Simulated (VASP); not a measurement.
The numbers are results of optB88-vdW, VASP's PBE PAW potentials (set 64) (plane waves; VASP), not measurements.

VASP ran on this input.

File KPOINTS:
```
Automatic mesh
0
Gamma
11 11 11
0 0 0
```

**INCAR**
```
EDIFF  =  1E-7   ! SCF stop (eV)
ISMEAR  =  1
NELM  =  100   ! most electronic steps
SIGMA  =  0.1   ! width (eV)
ISIF  =  2
PREC  =  Accurate
AGGAC  =  0.0
PARAM2  =  0.22
LUSE_VDW  =  .True.
LASPH  =  .True.
ENCUT  =  520
LWAVE  =  .False.
LMAXMIX  =  4
LREAL  =  .False.   ! projection in real space or not
PARAM1  =  0.1833333333
ALGO  =  Normal
SYSTEM  =  Ge
GGA  =  BO
LCHARG  =  .False.
```

**POSCAR**
```
Ge
4.0221210
  0.0000000000   0.7071068527   0.7071068527
  0.7071068527   0.0000000000   0.7071068527
  0.7071068527   0.7071068527   0.0000000000
Ge
2
direct
  0.0000000000   0.0000000000   0.0000000000
  0.2500000000   0.2500000000   0.2500000000
```

POTCAR, in this order: Ge_d (PBE.64 set). Program: vasp_std.

Output of the run:

**OUTCAR**
```
 ion  position               nearest neighbor table
   1  0.000  0.000  0.000-   2 2.46   2 2.46   2 2.46   2 2.46
   2  0.250  0.250  0.250-   1 2.46   1 2.46   1 2.46   1 2.46
  LATTYP: Found a face centered cubic cell.
 ALAT       =     5.6881386430
 Subroutine PRICEL returns:
 Original cell was already a primitive cell.
 Subroutine GETGRP returns: Found 48 space group operations
The static configuration has the point symmetry T_d .
 The point group associated with its full space group is O_h .
The dynamic configuration has the point symmetry T_d .
 Subroutine INISYM returns: Found 48 space group operations
 Subroutine IBZKPT returns following result:
 Found     56 irreducible k-points:

 Following reciprocal coordinates:
            Coordinates               Weight
  0.000000  0.000000  0.000000      1.000000
  0.090909  0.000000  0.000000      8.000000
  0.181818  0.000000  0.000000      8.000000
  0.272727  0.000000  0.000000      8.000000
  0.363636  0.000000  0.000000      8.000000
  0.454545  0.000000  0.000000      8.000000
  0.090909  0.090909  0.000000      6.000000
  0.181818  0.090909  0.000000     24.000000
...
```

**OSZICAR**
```
       N       E                     dE             d eps       ncg     rms          rms(c)
DAV:   1     0.170158111653E+03    0.17016E+03   -0.15423E+04  2050   0.425E+03
DAV:   2     0.188987679429E+02   -0.15126E+03   -0.14873E+03  2040   0.548E+02
DAV:   3    -0.163224902029E+01   -0.20531E+02   -0.20362E+02  2214   0.148E+02
DAV:   4    -0.228669319922E+01   -0.65444E+00   -0.65356E+00  2382   0.303E+01
DAV:   5    -0.229705144809E+01   -0.10358E-01   -0.10357E-01  2242   0.401E+00    0.286E+00
DAV:   6    -0.222582131131E+01    0.71230E-01   -0.40682E-02  2566   0.119E+00    0.173E+00
DAV:   7    -0.218709055797E+01    0.38731E-01   -0.87041E-02  2584   0.174E+00    0.138E-01
DAV:   8    -0.218813806443E+01   -0.10475E-02   -0.35894E-03  2138   0.564E-01    0.501E-02
DAV:   9    -0.218829552209E+01   -0.15746E-03   -0.18930E-04  2174   0.103E-01    0.133E-02
DAV:  10    -0.218829591593E+01   -0.39383E-06   -0.11075E-05  2648   0.730E-02    0.341E-03
DAV:  11    -0.218829692475E+01   -0.10088E-05   -0.10365E-06  2042   0.954E-03    0.179E-03
DAV:  12    -0.218829702993E+01   -0.10518E-06   -0.39993E-07  2492   0.127E-02    0.225E-04
DAV:  13    -0.218829702143E+01    0.85020E-08   -0.12658E-08  1070   0.199E-03
   1 F= -.21882970E+01 E0= -.21883137E+01  d E =0.501124E-04
```

### OUTCAR
```
------------------------ aborting loop because EDIFF is reached ----------------------------------------
  FORCE on cell =-STRESS in cart. coord.  units (eV):
  Direction    XX          YY          ZZ          XY          YZ          ZX
  --------------------------------------------------------------------------------------
  Total        0.5748962      0.5748962      0.5748962      0.0000000      0.0000000     -0.0000000
  in kB       20.0193270     20.0193270     20.0193270      0.0000000      0.0000000     -0.0000000
  external PRESSURE =      20.0193270 kB  Pullay stress =       0.0000000 kB
  volume of cell :       46.01
      direct lattice vectors                 reciprocal lattice vectors
     0.000000000  2.844069322  2.844069322    -0.175804435  0.175804435  0.175804435
     2.844069322  0.000000000  2.844069322     0.175804435 -0.175804435  0.175804435
     2.844069322  2.844069322  0.000000000     0.175804435  0.175804435 -0.175804435
 POSITION                                       TOTAL-FORCE (eV/Angst)
 -----------------------------------------------------------------------------------
      0.00000      0.00000      0.00000         0.000000     -0.000000     -0.000000
      1.42203      1.42203      1.42203        -0.000000      0.000000      0.000000
 -----------------------------------------------------------------------------------
    total drift:                                0.000000      0.000000      0.000000
  FREE ENERGIE OF THE ION-ELECTRON SYSTEM (eV)
  ---------------------------------------------------
  free  energy   TOTEN  =        -2.1882970214 eV

  energy  without entropy=       -2.1883471339  energy(sigma->0) =       -2.18831373
```
(Selected blocks of OUTCAR.)

The compound is Ge in the diamond structure. This cell is one point of a volume scan, at 0.97 of the reference volume.
